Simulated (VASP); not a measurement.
Input:

```
CELL_PARAMETERS angstrom
      0.00000     2.81734     2.81734
      2.81734     0.00000     2.81734
      2.81734     2.81734     0.00000
ATOMIC_POSITIONS crystal
  Zn 0.00000 0.00000 0.00000
  Se 0.25000 0.25000 0.25000
```

Calculation: PBEsol GGA, VASP's PBE PAW potentials (set 64) (plane waves; VASP). Run with 400 eV cut-off, 7×7×7 Γ-centred mesh, Gaussian smearing of 0.050 eV, potentials Zn Se.

Task: What does the run give for the energy per atom (σ→0), band gap (on the k-mesh) with the smallest direct gap where there is one?

Result: 
```
Item                                          Value
-----------------------------------  --------------
band gap (on the k-mesh)                    1.24 eV
smallest direct gap (on the k-mesh)         1.24 eV
energy per atom (σ→0)                -3.385 eV/atom
```

Only differences to runs with the same potentials and settings are physical.

The structure was generated: ZnSe was put into the zinc blende type (F-43m), which need not be its known phase. It was relaxed first. The start is the result of an earlier pass.
